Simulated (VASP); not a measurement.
These are revPBE GGA, VASP's PBE PAW potentials (set 64) (plane waves; VASP) values and carry that method's errors.

Input for VASP

### INCAR
```
ALGO = Normal
EDIFF = 1E-6
EDIFFG = -0.01
ENCUT = 300
GGA = RE
IBRION = 2
ISIF = 3
ISMEAR = -1
LASPH = .True.
LCHARG = .False.
LMAXMIX = 4
LREAL = .False.
LWAVE = .False.
NELM = 100
NSW = 50
PREC = Accurate
SIGMA = 0.02
SYSTEM = I
```

### POSCAR
```
I
1
    2.3950000000    -3.6350000000     0.0000000000
    2.3950000000     3.6350000000     0.0000000000
    0.0000000000     0.0000000000     9.7900000000
I
4
Direct
  0.8436830000   0.8376230000   0.8778080000
  0.6573310000   0.6573220000   0.3848960000
  0.3499600000   0.3496520000   0.6089040000
  0.1490270000   0.1554020000   0.1283920000
```

KPOINTS:
```
Regular mesh
0
G
  6 6 3
```

POTCAR, in this order: I (PBE.64 set). Program: vasp_std.

What VASP printed:

File OSZICAR:
```
...
DAV:   1    -0.553970902846E+01   -0.10978E+00   -0.86412E+00  2016   0.137E+01    0.234E+00
DAV:   2    -0.547275574035E+01    0.66953E-01   -0.24148E-01  2044   0.285E+00    0.922E-01
DAV:   3    -0.544314480180E+01    0.29611E-01   -0.50392E-02  2162   0.108E+00    0.511E-01
DAV:   4    -0.543953009799E+01    0.36147E-02   -0.73855E-03  2624   0.438E-01    0.410E-01
DAV:   5    -0.543889396472E+01    0.63613E-03   -0.27316E-03  2242   0.284E-01    0.657E-02
DAV:   6    -0.543890545089E+01   -0.11486E-04   -0.38875E-04  2622   0.108E-01    0.696E-02
DAV:   7    -0.543891209614E+01   -0.66453E-05   -0.19660E-05  2182   0.247E-02    0.593E-02
DAV:   8    -0.543893860574E+01   -0.26510E-04   -0.18901E-05  2070   0.286E-02    0.325E-02
DAV:   9    -0.543894705015E+01   -0.84444E-05   -0.11054E-05  2192   0.197E-02    0.178E-02
DAV:  10    -0.543894843680E+01   -0.13867E-05   -0.60950E-07  1278   0.529E-03    0.725E-03
DAV:  11    -0.543894990823E+01   -0.14714E-05   -0.15067E-06  1376   0.756E-03    0.436E-03
DAV:  12    -0.543894998053E+01   -0.72297E-07   -0.16026E-07  1096   0.238E-03
  43 F= -.54389500E+01 E0= -.54389500E+01  d E =-.388397E-01
       N       E                     dE             d eps       ncg     rms          rms(c)
DAV:   1    -0.549342068058E+01   -0.54471E-01   -0.21151E+00  2016   0.653E+00    0.100E+00
DAV:   2    -0.546185113822E+01    0.31570E-01   -0.51812E-02  2038   0.134E+00    0.570E-01
DAV:   3    -0.544857105244E+01    0.13280E-01   -0.27678E-02  2114   0.738E-01    0.287E-01
DAV:   4    -0.544800223840E+01    0.56881E-03   -0.14271E-03  2596   0.199E-01    0.331E-01
DAV:   5    -0.544794610893E+01    0.56129E-04   -0.41593E-04  2104   0.114E-01    0.893E-02
DAV:   6    -0.544798537258E+01   -0.39264E-04   -0.15962E-04  2492   0.689E-02    0.515E-02
DAV:   7    -0.544799835704E+01   -0.12984E-04   -0.11132E-05  2162   0.240E-02    0.146E-02
DAV:   8    -0.544800197561E+01   -0.36186E-05   -0.58311E-06  2116   0.140E-02    0.126E-02
DAV:   9    -0.544800214726E+01   -0.17165E-06   -0.32524E-07  1172   0.483E-03
  44 F= -.54480021E+01 E0= -.54480021E+01  d E =-.905217E-02
       N       E                     dE             d eps       ncg     rms          rms(c)
DAV:   1    -0.562724155191E+01   -0.17924E+00   -0.80622E+00  2016   0.127E+01    0.192E+00
DAV:   2    -0.550791002491E+01    0.11933E+00   -0.19371E-01  2038   0.259E+00    0.112E+00
DAV:   3    -0.545752504731E+01    0.50385E-01   -0.10014E-01  2114   0.140E+00    0.537E-01
DAV:   4    -0.545467358319E+01    0.28515E-02   -0.66919E-03  2604   0.412E-01    0.645E-01
DAV:   5    -0.545458408688E+01    0.89496E-04   -0.14407E-03  2094   0.215E-01    0.186E-01
DAV:   6    -0.545473977928E+01   -0.15569E-03   -0.55158E-04  2496   0.129E-01    0.841E-02
DAV:   7    -0.545479033756E+01   -0.50558E-04   -0.36488E-05  2158   0.438E-02    0.267E-02
DAV:   8    -0.545480316997E+01   -0.12832E-04   -0.18117E-05  2152   0.256E-02    0.195E-02
DAV:   9    -0.545480315051E+01    0.19461E-07   -0.10483E-06  1280   0.868E-03
  45 F= -.54548032E+01 E0= -.54548032E+01  d E =-.158532E-01
       N       E                     dE             d eps       ncg     rms          rms(c)
DAV:   1    -0.548112679001E+01   -0.26324E-01   -0.15657E+00  2016   0.574E+00    0.104E+00
DAV:   2    -0.546882340534E+01    0.12303E-01   -0.36143E-02  2032   0.113E+00    0.395E-01
DAV:   3    -0.546391735320E+01    0.49061E-02   -0.80755E-03  2182   0.442E-01    0.233E-01
DAV:   4    -0.546323260676E+01    0.68475E-03   -0.16883E-03  2576   0.213E-01    0.138E-01
DAV:   5    -0.546320578895E+01    0.26818E-04   -0.40202E-04  2262   0.108E-01    0.473E-02
DAV:   6    -0.546322899211E+01   -0.23203E-04   -0.56306E-05  2542   0.423E-02    0.242E-02
DAV:   7    -0.546323631152E+01   -0.73194E-05   -0.57777E-06  2168   0.143E-02    0.132E-02
DAV:   8    -0.546324118941E+01   -0.48779E-05   -0.42223E-06  2086   0.126E-02    0.447E-03
DAV:   9    -0.546324131548E+01   -0.12606E-06   -0.16441E-07  1266   0.306E-03
  46 F= -.54632413E+01 E0= -.54632413E+01  d E =-.843816E-02
       N       E                     dE             d eps       ncg     rms          rms(c)
DAV:   1    -0.554288616773E+01   -0.79645E-01   -0.64921E+00  2016   0.117E+01    0.219E+00
DAV:   2    -0.549362380940E+01    0.49262E-01   -0.15169E-01  2032   0.231E+00    0.809E-01
DAV:   3    -0.547412463547E+01    0.19499E-01   -0.31356E-02  2186   0.876E-01    0.484E-01
DAV:   4    -0.547111674540E+01    0.30079E-02   -0.74196E-03  2566   0.440E-01    0.280E-01
DAV:   5    -0.547104290913E+01    0.73836E-04   -0.15579E-03  2276   0.213E-01    0.101E-01
DAV:   6    -0.547114298882E+01   -0.10008E-03   -0.25620E-04  2520   0.893E-02    0.470E-02
DAV:   7    -0.547117204174E+01   -0.29053E-04   -0.23196E-05  2230   0.287E-02    0.262E-02
DAV:   8    -0.547118985140E+01   -0.17810E-04   -0.16831E-05  2090   0.254E-02    0.865E-03
DAV:   9    -0.547119036373E+01   -0.51233E-06   -0.64367E-07  1326   0.609E-03
  47 F= -.54711904E+01 E0= -.54711904E+01  d E =-.163872E-01
       N       E                     dE             d eps       ncg     rms          rms(c)
DAV:   1    -0.548483801792E+01   -0.13648E-01   -0.90475E-01  2028   0.447E+00    0.729E-01
DAV:   2    -0.548010061534E+01    0.47374E-02   -0.26962E-02  2050   0.937E-01    0.298E-01
DAV:   3    -0.547766299151E+01    0.24376E-02   -0.38987E-03  2220   0.329E-01    0.153E-01
DAV:   4    -0.547727284634E+01    0.39015E-03   -0.85863E-04  2498   0.151E-01    0.889E-02
DAV:   5    -0.547724092204E+01    0.31924E-04   -0.13972E-04  2386   0.660E-02    0.443E-02
DAV:   6    -0.547724964392E+01   -0.87219E-05   -0.46511E-05  2348   0.382E-02    0.156E-02
DAV:   7    -0.547725320119E+01   -0.35573E-05   -0.34379E-06  2166   0.112E-02    0.938E-03
DAV:   8    -0.547725457131E+01   -0.13701E-05   -0.17150E-06  1242   0.843E-03    0.277E-03
DAV:   9    -0.547725465203E+01   -0.80717E-07   -0.25735E-07  1196   0.334E-03
  48 F= -.54772547E+01 E0= -.54772547E+01  d E =-.606429E-02
       N       E                     dE             d eps       ncg     rms          rms(c)
DAV:   1    -0.548900799926E+01   -0.11753E-01   -0.11671E+00  2024   0.508E+00    0.824E-01
DAV:   2    -0.548306958742E+01    0.59384E-02   -0.34691E-02  2050   0.106E+00    0.336E-01
DAV:   3    -0.548000475833E+01    0.30648E-02   -0.49296E-03  2214   0.372E-01    0.173E-01
DAV:   4    -0.547950223796E+01    0.50252E-03   -0.11404E-03  2436   0.174E-01    0.990E-02
DAV:   5    -0.547946495971E+01    0.37278E-04   -0.16415E-04  2452   0.718E-02    0.515E-02
DAV:   6    -0.547947499892E+01   -0.10039E-04   -0.60997E-05  2296   0.440E-02    0.166E-02
DAV:   7    -0.547947928584E+01   -0.42869E-05   -0.46702E-06  2198   0.128E-02    0.107E-02
DAV:   8    -0.547948080109E+01   -0.15153E-05   -0.20759E-06  1264   0.922E-03    0.293E-03
DAV:   9    -0.547948091212E+01   -0.11103E-06   -0.35414E-07  1258   0.386E-03
  49 F= -.54794809E+01 E0= -.54794809E+01  d E =-.829055E-02
       N       E                     dE             d eps       ncg     rms          rms(c)
DAV:   1    -0.548915856338E+01   -0.96778E-02   -0.91923E-01  2016   0.454E+00    0.650E-01
DAV:   2    -0.548645873134E+01    0.26998E-02   -0.26007E-02  2296   0.912E-01    0.267E-01
DAV:   3    -0.548462176273E+01    0.18370E-02   -0.24954E-03  2258   0.268E-01    0.124E-01
DAV:   4    -0.548424973116E+01    0.37203E-03   -0.10524E-03  2296   0.168E-01    0.510E-02
DAV:   5    -0.548427047639E+01   -0.20745E-04   -0.76001E-05  2338   0.495E-02    0.315E-02
DAV:   6    -0.548427950405E+01   -0.90277E-05   -0.14363E-05  2268   0.224E-02    0.128E-02
DAV:   7    -0.548428274354E+01   -0.32395E-05   -0.29867E-06  2052   0.104E-02    0.641E-03
DAV:   8    -0.548428380840E+01   -0.10649E-05   -0.74409E-07  1266   0.568E-03    0.193E-03
DAV:   9    -0.548428398327E+01   -0.17487E-06   -0.35294E-07  1222   0.408E-03
  50 F= -.54842840E+01 E0= -.54842840E+01  d E =-.480307E-02
```

File OUTCAR:
```
------------------------ aborting loop because EDIFF is reached ----------------------------------------
  FORCE on cell =-STRESS in cart. coord.  units (eV):
  Direction    XX          YY          ZZ          XY          YZ          ZX
  --------------------------------------------------------------------------------------
  Total       -0.0399796     -0.1069250     -0.0550715     -0.0071542     -0.0004134     -0.1051063
  in kB       -0.2184738     -0.5843062     -0.3009458     -0.0390949     -0.0022590     -0.5743680
  external PRESSURE =      -0.3679086 kB  Pullay stress =       0.0000000 kB
  volume of cell :      293.19
      direct lattice vectors                 reciprocal lattice vectors
     3.178893233 -4.711359959  0.013408344     0.156907635 -0.106389391 -0.002337224
     3.196602150  4.713957842  0.024036295     0.156822227  0.105805409 -0.002517154
     0.151019100  0.008336013  9.759095084    -0.000601828 -0.000114423  0.102477928
 POSITION                                       TOTAL-FORCE (eV/Angst)
 -----------------------------------------------------------------------------------
      4.75484      0.01776      8.60612         0.079696     -0.007792     -0.074213
      5.00759      0.00103      3.70270        -0.179938      0.003782      0.062312
      3.21865      0.03200      6.12401         0.023967      0.002583      0.035101
      0.07195     -0.02893      1.16025         0.076275      0.001428     -0.023200
 -----------------------------------------------------------------------------------
    total drift:                               -0.000286      0.000087     -0.000318
  FREE ENERGIE OF THE ION-ELECTRON SYSTEM (eV)
  ---------------------------------------------------
  free  energy   TOTEN  =        -5.4842839833 eV

  energy  without entropy=       -5.4842839833  energy(sigma->0) =       -5.48428398
```
(Selected blocks of OUTCAR.)

### CONTCAR
```
I
   1.00000000000000
     3.1788932326400343   -4.7113599590919373    0.0134083444368239
     3.1966021501682511    4.7139578420789121    0.0240362947415004
     0.1510191001139098    0.0083360125964543    9.7590950836356249
  I
     4
Direct
     0.7240671077113076    0.7258817125293515    0.8790737022532308
     0.7769649831773697    0.7760891970681084    0.3764317056082399
     0.4873132215352754    0.4927258424185478    0.6256348704060342
     0.0116556875760447    0.0053022479839942    0.1188597217324948
```

File stdout:
```
...
DAV:   2    -0.548010061534E+01    0.47374E-02   -0.26962E-02  2050   0.937E-01    0.298E-01
DAV:   3    -0.547766299151E+01    0.24376E-02   -0.38987E-03  2220   0.329E-01    0.153E-01
DAV:   4    -0.547727284634E+01    0.39015E-03   -0.85863E-04  2498   0.151E-01    0.889E-02
DAV:   5    -0.547724092204E+01    0.31924E-04   -0.13972E-04  2386   0.660E-02    0.443E-02
DAV:   6    -0.547724964392E+01   -0.87219E-05   -0.46511E-05  2348   0.382E-02    0.156E-02
DAV:   7    -0.547725320119E+01   -0.35573E-05   -0.34379E-06  2166   0.112E-02    0.938E-03
DAV:   8    -0.547725457131E+01   -0.13701E-05   -0.17150E-06  1242   0.843E-03    0.277E-03
DAV:   9    -0.547725465203E+01   -0.80717E-07   -0.25735E-07  1196   0.334E-03
  48 F= -.54772547E+01 E0= -.54772547E+01  d E =-.606429E-02
 trial-energy change:   -0.006064  1 .order   -0.006095   -0.008086   -0.004103
 step:   2.0440(harm=  1.9360)  dis= 0.02590  next Energy=    -5.479555 (dE=-0.836E-02)
 bond charge predicted
       N       E                     dE             d eps       ncg     rms          rms(c)
DAV:   1    -0.548900799926E+01   -0.11753E-01   -0.11671E+00  2024   0.508E+00    0.824E-01
DAV:   2    -0.548306958742E+01    0.59384E-02   -0.34691E-02  2050   0.106E+00    0.336E-01
DAV:   3    -0.548000475833E+01    0.30648E-02   -0.49296E-03  2214   0.372E-01    0.173E-01
DAV:   4    -0.547950223796E+01    0.50252E-03   -0.11404E-03  2436   0.174E-01    0.990E-02
DAV:   5    -0.547946495971E+01    0.37278E-04   -0.16415E-04  2452   0.718E-02    0.515E-02
DAV:   6    -0.547947499892E+01   -0.10039E-04   -0.60997E-05  2296   0.440E-02    0.166E-02
DAV:   7    -0.547947928584E+01   -0.42869E-05   -0.46702E-06  2198   0.128E-02    0.107E-02
DAV:   8    -0.547948080109E+01   -0.15153E-05   -0.20759E-06  1264   0.922E-03    0.293E-03
DAV:   9    -0.547948091212E+01   -0.11103E-06   -0.35414E-07  1258   0.386E-03
  49 F= -.54794809E+01 E0= -.54794809E+01  d E =-.829055E-02
 curvature:  -2.20 expect dE=-0.109E-01 dE for cont linesearch -0.483E-05
 trial: gam= 0.70133 g(F)=  0.315E-02 g(S)=  0.179E-02 ort =-0.207E-03 (trialstep = 0.117E+01)
 search vector abs. value=  0.142E-01
 bond charge predicted
       N       E                     dE             d eps       ncg     rms          rms(c)
DAV:   1    -0.548915856338E+01   -0.96778E-02   -0.91923E-01  2016   0.454E+00    0.650E-01
DAV:   2    -0.548645873134E+01    0.26998E-02   -0.26007E-02  2296   0.912E-01    0.267E-01
DAV:   3    -0.548462176273E+01    0.18370E-02   -0.24954E-03  2258   0.268E-01    0.124E-01
DAV:   4    -0.548424973116E+01    0.37203E-03   -0.10524E-03  2296   0.168E-01    0.510E-02
DAV:   5    -0.548427047639E+01   -0.20745E-04   -0.76001E-05  2338   0.495E-02    0.315E-02
DAV:   6    -0.548427950405E+01   -0.90277E-05   -0.14363E-05  2268   0.224E-02    0.128E-02
DAV:   7    -0.548428274354E+01   -0.32395E-05   -0.29867E-06  2052   0.104E-02    0.641E-03
DAV:   8    -0.548428380840E+01   -0.10649E-05   -0.74409E-07  1266   0.568E-03    0.193E-03
DAV:   9    -0.548428398327E+01   -0.17487E-06   -0.35294E-07  1222   0.408E-03
  50 F= -.54842840E+01 E0= -.54842840E+01  d E =-.480307E-02
 trial-energy change:   -0.004803  1 .order   -0.004775   -0.005619   -0.003931
 step:   3.2989(harm=  3.9011)  dis= 0.04627  next Energy=    -5.488022 (dE=-0.854E-02)
```

Convergence was not reached.

The run did not end as a converged relaxation. Energy and stress use the plane-wave basis of the starting cell.

The structure is a typed I crystal. In the starting cell atoms are displaced from their ideal sites. This run relaxes it. The run is one of a series of settings (EDIFFG = -0.01, GGA = RE, IBRION = 2, ISIF = 3, NSW = 50 against the base run), some of them coarse on purpose.
